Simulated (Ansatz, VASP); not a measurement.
This is a calculation of NaLaMg6 for Ansatz 0.2.0. Atoms were shifted at random by some hundredths of an Å from the given cell, which wasn't relaxed again for these runs. The cell comes from a database or a generator and needn't be the stable form of this composition.

File input.yaml:

```yaml
crystal:
  lattice:
    - [5.319162, 0.0, 0.0]
    - [0.0, 3.3877445, 5.922029]
    - [0.0, -3.3877445, 5.922029]
  atoms:
    - { symbol: La, position: [0.005125, 0.834867, 0.840574] }
    - { symbol: Mg, position: [0.503816, 0.164686, 0.160851] }
    - { symbol: Mg, position: [0.503108, 0.171239, 0.656378] }
    - { symbol: Mg, position: [0.502601, 0.659982, 0.178351] }
    - { symbol: Mg, position: [0.013698, 0.332285, 0.338981] }
    - { symbol: Mg, position: [0.01137, 0.337469, 0.837497] }
    - { symbol: Mg, position: [-0.002327, 0.834108, 0.324738] }
    - { symbol: Na, position: [0.507684, 0.663338, 0.658777] }
hamiltonian:
  xc: pbe
  pseudopotentials: { kind: paw }
kpoints:
  mp_grid: { grid: [5, 5, 5] }
scf:
  occupations: { method: fermi_dirac, width: 0.05 }
output:
  forces: true
  stress: true
  eigenvalues: true
```

Potentials or basis: Ansatz PAW.

The run is started by

```bash
$ ansatz run input.yaml --threads 4 --pin off --max-ram 10240MiB --backend cpu --events-out ev --progress --plain --runs-dir out
```

Task: Translate it to VASP 6.6.1. Potentials or basis there: PBE PAW files La, Mg, Na_pv, 520 eV.

Result: As run (cutoffs and basis follow the program's own potentials, and thresholds, step limits or extra output files can differ):

File INCAR:

```
SYSTEM = NaLaMg6
ALGO = Normal
EDIFF = 1E-7
ENCUT = 520
GGA = PE
ISIF = 2
ISMEAR = -1
LASPH = .True.
LCHARG = .False.
LREAL = .False.
LWAVE = .False.
NBANDS = 25
NELM = 100
PREC = Accurate
SIGMA = 0.05
```

KPOINTS

```
k-points
0
Gamma
  5 5 5
  0 0 0
```

Contents of POSCAR:

```
NaLaMg6
1.0
    5.3191620000      0.0000000000      0.0000000000
    0.0000000000      3.3877445000      5.9220290000
    0.0000000000     -3.3877445000      5.9220290000
La Mg Na
1 6 1
Direct
    0.0051250000      0.8348670000      0.8405740000
    0.5038160000      0.1646860000      0.1608510000
    0.5031080000      0.1712390000      0.6563780000
    0.5026010000      0.6599820000      0.1783510000
    0.0136980000      0.3322850000      0.3389810000
    0.0113700000      0.3374690000      0.8374970000
   -0.0023270000      0.8341080000      0.3247380000
    0.5076840000      0.6633380000      0.6587770000
```

Potentials or basis: VASP PAW PBE potentials, release 64 (La, Mg, Na_pv).

The run is started by

```console
$ cat potpaw_PBE.64/La/POTCAR potpaw_PBE.64/Mg/POTCAR potpaw_PBE.64/Na_pv/POTCAR > POTCAR
$ mpirun -np 1 vasp_std > vasp.out
```

Both were run:

|  | Ansatz | VASP |
| --- | --- | --- |
| Pressure | 0.1 GPa | 0.1 GPa |
| Largest force | 0.259 eV/Å | 0.260 eV/Å |
| Energy over the undisturbed cell | 4.2 meV/atom | 4.2 meV/atom |

Ansatz's pressure holds a Pulay term of +0.00 GPa for its cutoff of 420 eV, which the other run lacks.

The potentials hold 80 and 30 valence electrons a cell.

Where Ansatz's input types no cutoff or centring, it takes its own default and a Γ-centred mesh.

Pressure is positive in compression.
